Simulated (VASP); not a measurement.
Data:

```yaml
crystal:
  lattice:
    - [0.00000, 2.63440, 2.63440]
    - [2.63440, 0.00000, 2.63440]
    - [2.63440, 2.63440, 0.00000]
  atoms:
    - { symbol: Be, position: [0.00000, 0.00000, 0.00000] }
    - { symbol: Se, position: [0.25000, 0.25000, 0.25000] }
```

Calculation: vdW-DF2, VASP's PBE PAW potentials (set 64) (plane waves; VASP 6.6.1). Settings: 520 eV cut-off, Gaussian smearing of 0.050 eV, potentials Be Se.

**Question.** Predict the band gap (along the path) with the smallest direct gap where there is one.

**Answer.** 
- band gap (along the path): 3.02 eV
- smallest direct gap (along the path): 3.99 eV

Only differences to runs with the same potentials and settings are physical.

The compound is BeSe in the zinc blende structure. It was relaxed first, which changed the volume by +8 %.
